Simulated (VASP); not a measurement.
Output of a VASP run:

**OSZICAR**
```
       N       E                     dE             d eps       ncg     rms          rms(c)
DAV:   1     0.667422741296E+02    0.66742E+02   -0.83036E+03  1008   0.123E+03
DAV:   2    -0.307662959344E+02   -0.97509E+02   -0.87211E+02  1448   0.264E+02
DAV:   3    -0.352368072433E+02   -0.44705E+01   -0.44416E+01  1296   0.603E+01
DAV:   4    -0.352837163495E+02   -0.46909E-01   -0.46888E-01  1224   0.676E+00
DAV:   5    -0.352844296385E+02   -0.71329E-03   -0.71325E-03  1292   0.808E-01    0.111E+01
DAV:   6    -0.321948444788E+02    0.30896E+01   -0.84949E+00  1160   0.237E+01    0.487E+00
DAV:   7    -0.319645594320E+02    0.23029E+00   -0.44913E-01  1232   0.587E+00    0.306E+00
DAV:   8    -0.318883171934E+02    0.76242E-01   -0.29186E-01  1224   0.405E+00    0.403E-01
DAV:   9    -0.318844036068E+02    0.39136E-02   -0.11478E-02  1212   0.965E-01    0.172E-01
DAV:  10    -0.318847067726E+02   -0.30317E-03   -0.91209E-04  1216   0.283E-01    0.359E-02
DAV:  11    -0.318847257101E+02   -0.18937E-04   -0.12837E-04  1248   0.101E-01    0.197E-02
DAV:  12    -0.318847235096E+02    0.22005E-05   -0.24446E-05  1200   0.442E-02    0.268E-03
DAV:  13    -0.318847236371E+02   -0.12753E-06   -0.71348E-07  1304   0.833E-03    0.374E-04
DAV:  14    -0.318847236448E+02   -0.77023E-08   -0.14900E-08   804   0.121E-03
   1 F= -.31884724E+02 E0= -.31884724E+02  d E =-.318847E+02
       N       E                     dE             d eps       ncg     rms          rms(c)
DAV:   1    -0.319619757136E+02   -0.77252E-01   -0.26209E+00  1008   0.145E+01    0.103E+00
DAV:   2    -0.319219821117E+02    0.39994E-01   -0.43710E-02  1216   0.185E+00    0.575E-01
DAV:   3    -0.319047947307E+02    0.17187E-01   -0.35197E-02  1232   0.140E+00    0.143E-01
DAV:   4    -0.319045007238E+02    0.29401E-03   -0.19840E-03  1248   0.415E-01    0.474E-02
DAV:   5    -0.319044614311E+02    0.39293E-04   -0.63081E-04  1188   0.210E-01    0.398E-02
DAV:   6    -0.319044334233E+02    0.28008E-04   -0.12108E-04  1216   0.982E-02    0.251E-03
DAV:   7    -0.319044339727E+02   -0.54948E-06   -0.32568E-06  1180   0.173E-02    0.310E-03
DAV:   8    -0.319044340797E+02   -0.10694E-06   -0.10208E-07   916   0.314E-03    0.218E-03
DAV:   9    -0.319044339990E+02    0.80634E-07   -0.15629E-07   720   0.370E-03
   2 F= -.31904434E+02 E0= -.31904434E+02  d E =-.197104E-01
```

**OUTCAR**
```
------------------------ aborting loop because EDIFF is reached ----------------------------------------
  FORCE on cell =-STRESS in cart. coord.  units (eV):
  Direction    XX          YY          ZZ          XY          YZ          ZX
  --------------------------------------------------------------------------------------
  Total       -0.2618126     -0.2618127     -0.2321597     -0.0000000      0.0000000      0.0000000
  in kB      -11.4109253    -11.4109291    -10.1185216     -0.0000000      0.0000000      0.0000000
  external PRESSURE =     -10.9801253 kB  Pullay stress =       0.0000000 kB
  volume of cell :       36.76
      direct lattice vectors                 reciprocal lattice vectors
     1.256783655 -2.176813514 -0.000000000     0.397840948 -0.229693539 -0.000000000
     1.256783655  2.176813514 -0.000000000     0.397840948  0.229693539 -0.000000000
     0.000000000  0.000000000  6.718441703     0.000000000  0.000000000  0.148844039
  FREE ENERGIE OF THE ION-ELECTRON SYSTEM (eV)
  ---------------------------------------------------
  free  energy   TOTEN  =       -31.9044339990 eV

  energy  without entropy=      -31.9044339990  energy(sigma->0) =      -31.90443400

 reached required accuracy - stopping structural energy minimisation
```
(Selected blocks of OUTCAR.)

File POSCAR:
```
BN
1
    1.2678812122    -2.1960350736     0.0000000000
    1.2678812122     2.1960350736     0.0000000000
    0.0000000000     0.0000000000     6.6013454996
B N
2 2
Direct
  0.3333330000   0.6666670000   0.2500000000
  0.6666670000   0.3333330000   0.7500000000
  0.6666670000   0.3333330000   0.2500000000
  0.3333330000   0.6666670000   0.7500000000
```

Write an INCAR and KPOINTS that could have produced this output.

This is not unique; one that fits is the input of the run itself, rev-vdW-DF2, plane waves, VASP's PBE PAW potentials (set 64).

File KPOINTS:
```
Automatic mesh
0
Gamma
10 10 4
0 0 0
```

**INCAR**
```
! general
SYSTEM    =  BN
PREC      =  Accurate
ENCUT     =  520
LREAL     =  .FALSE.
LASPH     =  .TRUE.   ! aspherical one-centre terms

! electronic loop
EDIFF     =  1E-7   ! SCF stop (eV)
NELM      =  100   ! most electronic steps
ALGO      =  Normal   ! blocked Davidson

! smearing
ISMEAR    =  0   ! Gaussian
SIGMA     =  0.05

! functional
GGA       =  MK
LUSE_VDW  =  .TRUE.
AGGAC     =  0.0
PARAM1    =  0.1234568
PARAM2    =  0.7114
ZAB_VDW   =  -1.8867

! ions
IBRION    =  2   ! conjugate gradients
NSW       =  30   ! most ionic steps
ISIF      =  4   ! ions and shape, fixed volume
EDIFFG    =  -0.01   ! ionic stop

! output
LWAVE     =  .FALSE.
LCHARG    =  .FALSE.
```

POTCAR, in this order: B N (PBE.64 set). Program: vasp_std.

The compound is BN in the hex structure. This cell is one point of a volume scan, at 1.03 of the reference volume. Symmetry was kept, so distortions that lower it aren't found.
